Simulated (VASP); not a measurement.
# Vibrations of CoSi2 at several levels of theory, part 3 of 3

How much do the zone-centre frequencies of CoSi2 depend on the functional? The starting structure is a measured crystal structure from the Crystallography Open Database.

VASP 6.6.1.

Results so far: LDA T1u 350.4 cm⁻¹; LDA at the measured cell T1u 315.6 cm⁻¹; PBEsol T1u 345.3 cm⁻¹; PBE T1u 332.1 cm⁻¹; PBEsol + D3(BJ) T1u 363.1 cm⁻¹; r2SCAN T1u 351.1 cm⁻¹.

## Step 8: Modes with r2SCAN + rVV10

Level of this step: r2SCAN with rVV10, zero-moment start; plane waves and PAW (Co, Si) (VASP).

rVV10 adds a nonlocal correlation energy for dispersion. The cell comes from a relaxation at this level, not shown (37.35 Å³).

Contents of INCAR:

```
SYSTEM = CoSi2
PREC = Accurate
ENCUT = 450
EDIFF = 1E-08
NELM = 100
ISMEAR = 0
SIGMA = 0.05
LREAL = .FALSE.
ALGO = Normal
METAGGA = R2SCAN
LUSE_VDW = .TRUE.
IVDW_NL = 2
BPARAM = 11.95
CPARAM = 0.0093
LASPH = .TRUE.
NBANDS = 16
ISPIN = 2
MAGMOM = 0 0 0
LMAXMIX = 4
LORBIT = 11
LWAVE = .FALSE.
LCHARG = .FALSE.
KPAR = 8
IBRION = 6
NFREE = 2
POTIM = 0.015
NSW = 1
ISIF = 2
```

Contents of POSCAR:

```
CoSi2
1.0
    0.0000000000      2.6531764945      2.6531764945
    2.6531764945      0.0000000000      2.6531764945
    2.6531764945      2.6531764945      0.0000000000
Co Si
1 2
Direct
    0.0000000000      0.0000000000      0.0000000000
    0.7500000000      0.7500000000      0.7500000000
    0.2500000000      0.2500000000      0.2500000000
```

Contents of KPOINTS:

```
Automatic mesh
0
Gamma
12 12 12
0 0 0
```

Potentials, in the order of the species: Co and Si (PBE family, release 64).

Launch:

```bash
> mpirun -np 8 vasp_std
```

The log of the run:

```text
[banner, memory and clock lines left out]
running    8 mpi-ranks, on    1 nodes
[...]
[... a notice as in an earlier step ...]

|                                                                             |
|               ----> ADVICE to this user running VASP <----                  |
|                                                                             |
|     You have switched on vdW-DFT.                                           |
|     This routine was written and supplied by Jiri Klimes. We recommend      |
|     that you carefully read and cite the following publications:            |
|       J. Klimes, D.R. Bowler, A. Michelides                                 |
|          J. Phys.: Cond Matt. 22 022201 (2010)                              |
|       J. Klimes, D.R. Bowler, A. Michelides                                 |
|          Phys. Rev. B. 83, 195131 (2011)                                    |
|     and references therein.                                                 |
[...]
Total rVV10 correction in eV:      0.2947922    21.2954710
Total rVV10 correction in eV:      0.2947922    21.2954710
Total rVV10 correction in eV:      0.2947922    21.2954710
Total rVV10 correction in eV:      0.2947922    21.2954710
Total rVV10 correction in eV:      0.2947922    21.2954710
Total rVV10 correction in eV:      0.2947921    21.2954710
Total rVV10 correction in eV:      0.2947921    21.2954710
Total rVV10 correction in eV:      0.2947921    21.2954710
Total rVV10 correction in eV:      0.2947921    21.2954710
Total rVV10 correction in eV:      0.2947921    21.2954710
Total rVV10 correction in eV:      0.2947921    21.2954710
Total rVV10 correction in eV:      0.2947921    21.2954710
Total rVV10 correction in eV:      0.2947921    21.2954710
   1 F= -.31713718E+02 E0= -.31712898E+02  d E =-.164123E-02  mag=    -0.0000
[... from here on, the cycles between the ionic steps are left out ...]
   2 F= -.31712221E+02 E0= -.31711402E+02  d E =-.163755E-02  mag=    -0.0000
   3 F= -.31712221E+02 E0= -.31711402E+02  d E =-.163755E-02  mag=    -0.0000
   4 F= -.31712707E+02 E0= -.31711940E+02  d E =-.153488E-02  mag=     0.0000
   5 F= -.31712708E+02 E0= -.31711940E+02  d E =-.153489E-02  mag=     0.0000
 Finite differences progress:
  Degree of freedom:   2/  2
  Displacement:        2/  2
  Total:               4/  4
```

It took 24 min on 8 MPI ranks of AMD EPYC 7R43, shared host; peak memory 4.4 GiB.

OUTCAR, selected parts (step 8):

```text
  Total        0.0100277      0.0004534      0.0004534     -0.0000000     -0.1545212      0.0000000
  in kB        0.4301135      0.0194471      0.0194471     -0.0000000     -6.6278147      0.0000000
  external PRESSURE =       0.1563359 kB  Pullay stress =       0.0000000 kB

 POSITION                                       TOTAL-FORCE (eV/Angst)
 -----------------------------------------------------------------------------------
      0.00000      0.00000      0.00000        -0.099561      0.000000      0.000000
      3.96476      3.97976      3.97976         0.136098      0.000000      0.000000
      1.32659      1.32659      1.32659        -0.036536      0.000000      0.000000
 -----------------------------------------------------------------------------------
    total drift:                               -0.000047      0.000005      0.000005

  FREE ENERGIE OF THE ION-ELECTRON SYSTEM (eV)
  ---------------------------------------------------
  free  energy   TOTEN  =       -31.7127078258 eV

  energy  without entropy=      -31.7111729309  energy(sigma->0) =      -31.71194038

 magnetization (x)
# of ion       s       p       d       tot
------------------------------------------
    1        0.000   0.000   0.000   0.000
    2       -0.000  -0.000   0.000  -0.000
    3       -0.000  -0.000   0.000  -0.000
--------------------------------------------------
tot          0.000   0.000   0.000   0.000

[... 1 part as in an earlier step ...]

[... 2 further parts left out ...]
[key lines of the parts left out:]
E-fermi :  10.3455
```

With r2SCAN + rVV10 the modes are T1u 354.4, T2g 333.9 cm⁻¹; the largest shift is -13.7 cm⁻¹, in T2g, from LDA.

## Step 9: Modes with AM05

AM05 is built from the electron gas and the surface model, and does well on lattice constants. The cell comes from a relaxation at this level, not shown (37.28 Å³).

Contents of INCAR:

```
SYSTEM = CoSi2
PREC = Accurate
ENCUT = 450
EDIFF = 1E-08
NELM = 100
ISMEAR = 0
SIGMA = 0.05
LREAL = .FALSE.
ALGO = Normal
GGA = AM
NBANDS = 16
ISPIN = 2
MAGMOM = 0 0 0
LASPH = .TRUE.
LMAXMIX = 4
LORBIT = 11
LWAVE = .FALSE.
LCHARG = .FALSE.
KPAR = 8
IBRION = 8
ISIF = 2
```

Contents of POSCAR:

```
CoSi2
1.0
    0.0000000000      2.6514499103      2.6514499103
    2.6514499103      0.0000000000      2.6514499103
    2.6514499103      2.6514499103      0.0000000000
Co Si
1 2
Direct
    0.0000000000      0.0000000000      0.0000000000
    0.7500000000      0.7500000000      0.7500000000
    0.2500000000      0.2500000000      0.2500000000
```

KPOINTS is that of step 8.

Launch:

```bash
> mpirun -np 8 vasp_std
```

The log of the run:

```text
[... set-up lines as in an earlier step ...]
 entering main loop
       N       E                     dE             d eps       ncg     rms          rms(c)
DAV:   1     0.532424775049E+02    0.53242E+02   -0.61890E+03  4648   0.905E+02
DAV:   2    -0.193735056849E+02   -0.72616E+02   -0.64633E+02  5184   0.190E+02
DAV:   3    -0.220749342583E+02   -0.27014E+01   -0.26652E+01  6024   0.410E+01
DAV:   4    -0.221202275567E+02   -0.45293E-01   -0.45275E-01  5496   0.516E+00
[...]
DAV:  16    -0.205402488525E+02   -0.19262E-07   -0.45932E-08  6016   0.382E-03    0.383E-04
DAV:  17    -0.205402488639E+02   -0.11386E-07   -0.57210E-09  2680   0.843E-04    0.291E-04
DAV:  18    -0.205402488593E+02    0.45861E-08   -0.24654E-09  2616   0.680E-04
   1 F= -.20540249E+02 E0= -.20539631E+02  d E =-.123590E-02  mag=    -0.0000
 Linear response reoptimize wavefunctions to high precision
DAV:   1    -0.205402488539E+02    0.54488E-08   -0.51702E-10  2864   0.208E-04
DAV:   2    -0.205402488539E+02   -0.50022E-11   -0.75665E-11  2528   0.898E-05
 Linear response DOF=           2
[...]
RMM:  11    -0.172860059151E+00    0.36189E-07   -0.37292E-11 18480   0.447E-05    0.799E-06
RMM:  12    -0.172860044965E+00    0.14186E-07   -0.77469E-11 18681   0.207E-05    0.460E-06
RMM:  13    -0.172860054112E+00   -0.91476E-08   -0.19743E-10 18089   0.132E-05    0.883E-07
 first order change of Fermi-energy   0.39512E-03
 force on displaced ion       1 direction 1 : -13.003   0.000   0.000
 Linear response progress:
  Degree of freedom:   2/  2
       N       E                     dE             d eps       ncg     rms          rms(c)
RMM:   1    -0.204155657780E-01   -0.20416E-01    0.28670E-02 44208   0.114E+00
RMM:   2    -0.177932494517E-01    0.26223E-02   -0.72150E-04 26859   0.486E-01    0.104E-01
RMM:   3    -0.180036430406E-01   -0.21039E-03   -0.45611E-04 29677   0.147E-01    0.550E-02
RMM:   4    -0.181911380368E-01   -0.18749E-03   -0.67661E-05 28345   0.579E-02    0.101E-02
[...]
RMM:  10    -0.181703232994E-01   -0.32828E-07    0.10347E-09 32841   0.127E-04    0.226E-05
RMM:  11    -0.181703362635E-01   -0.12964E-07   -0.37410E-09 32921   0.371E-05    0.119E-05
RMM:  12    -0.181703311352E-01    0.51283E-08   -0.29021E-09 32614   0.123E-05    0.615E-06
 first order change of Fermi-energy  -0.61052E-05
 force on displaced ion       2 direction 1 :  -9.508   0.000   0.000
 Linear response finished
```

The job ended after 4 min (8 MPI ranks; peak memory 4.9 GiB).

OUTCAR, selected parts (step 9):

```text
  Total       -0.0023856     -0.0023856     -0.0023856     -0.0000000     -0.0000000      0.0000000
  in kB       -0.1025257     -0.1025257     -0.1025257     -0.0000000     -0.0000000      0.0000000
  external PRESSURE =      -0.1025257 kB  Pullay stress =       0.0000000 kB

 POSITION                                       TOTAL-FORCE (eV/Angst)
 -----------------------------------------------------------------------------------
      0.00000      0.00000      0.00000        -0.000000     -0.000000      0.000000
      3.97717      3.97717      3.97717         0.000000      0.000000      0.000000
      1.32572      1.32572      1.32572        -0.000000     -0.000000     -0.000000
 -----------------------------------------------------------------------------------
    total drift:                               -0.000000     -0.000000      0.000000

 magnetization (x)
# of ion       s       p       d       tot
------------------------------------------
    1        0.000  -0.000   0.000   0.000
    2        0.000   0.000   0.000   0.000
    3        0.000   0.000   0.000   0.000
--------------------------------------------------
tot          0.000  -0.000   0.000   0.000

[... 1 part as in an earlier step ...]

[... 1 further part left out ...]
```

With AM05 the modes are T1u 350.4, T2g 348.3 cm⁻¹; the largest shift is +0.7 cm⁻¹, in T2g, from LDA.

## Step 10: Comparison

| run | T1u | T2g | method | core minutes |
| --- | --- | --- | --- | --- |
| LDA | 350.4 | 347.6 | perturbation theory | 29.6 |
| LDA at the measured cell | 315.6 | 308.7 | perturbation theory | 31.2 |
| PBEsol | 345.3 | 341.8 | perturbation theory | 25.1 |
| PBE | 332.1 | 318.8 | perturbation theory | 20.5 |
| PBEsol + D3(BJ) | 363.1 | 361.9 | finite displacements | 24.4 |
| r2SCAN | 351.1 | 329.5 | finite displacements | 125.0 |
| r2SCAN + rVV10 | 354.4 | 333.9 | finite displacements | 191.0 |
| AM05 | 350.4 | 348.3 | perturbation theory | 31.6 |

Modes are in cm⁻¹, degenerate ones as one, matched between runs by symmetry and order. A number in brackets counts the listed modes of one symmetry from the lowest. The symmetry labels come from an automatic analysis and can be wrong where levels nearly coincide. Core minutes are wall time times ranks of the run shown, on a shared host.

## Step 11: Summary of results

```yaml
t1u_lda: 350.4 cm⁻¹
t2g_lda: 347.6 cm⁻¹
t1u_lda_at_the_measured_cell: 315.6 cm⁻¹
t2g_lda_at_the_measured_cell: 308.7 cm⁻¹
t1u_pbesol: 345.3 cm⁻¹
t2g_pbesol: 341.8 cm⁻¹
t1u_pbe: 332.1 cm⁻¹
t2g_pbe: 318.8 cm⁻¹
t1u_pbesol_d3_bj: 363.1 cm⁻¹
t2g_pbesol_d3_bj: 361.9 cm⁻¹
t1u_r2scan: 351.1 cm⁻¹
t2g_r2scan: 329.5 cm⁻¹
t1u_r2scan_rvv10: 354.4 cm⁻¹
t2g_r2scan_rvv10: 333.9 cm⁻¹
t1u_am05: 350.4 cm⁻¹
t2g_am05: 348.3 cm⁻¹
```

**Reading.** Among the runs matched mode by mode, on the cells relaxed at each level, the T1u mode of CoSi2, the highest of the listed ones in the run with LDA, lies between 332 cm⁻¹ (PBE) and 363 cm⁻¹ (PBEsol + D3(BJ)). Among the runs matched mode by mode, on the cells relaxed at each level, the T2g mode of CoSi2, the lowest of the listed ones in the run with LDA, lies between 319 cm⁻¹ (PBE) and 362 cm⁻¹ (PBEsol + D3(BJ)). Taking the measured cell, +5.2 % in volume, instead of the one relaxed with LDA moves T2g by -38.9 cm⁻¹. Some levels use perturbation theory and the others finite displacements, so their times can't be compared. The mesh isn't converged: on a 14×14×14 mesh, in a run told elsewhere, T2g with LDA is 341.0 cm⁻¹ in place of 347.6. These runs have no gap, or one under 0.08 eV; such runs hang more on mesh and smearing. A dispersion term summed over pairs of atoms is doubtful in a bulk metal. The frequencies are harmonic. Further runs on this material are not shown.

[Lines on the potential files, build, host, timing and source positions are cut from VASP's logs without a mark.]

[Logs are printed without paths, hosts, clocks, repeated set-up lines and the standing remarks that a program may print on its own settings, such as how far it seeks lower states.]

[Hosts, paths, dates, database ids (printed as entryN), source tags and the programs' standing remarks are cut or masked in the printed files.]
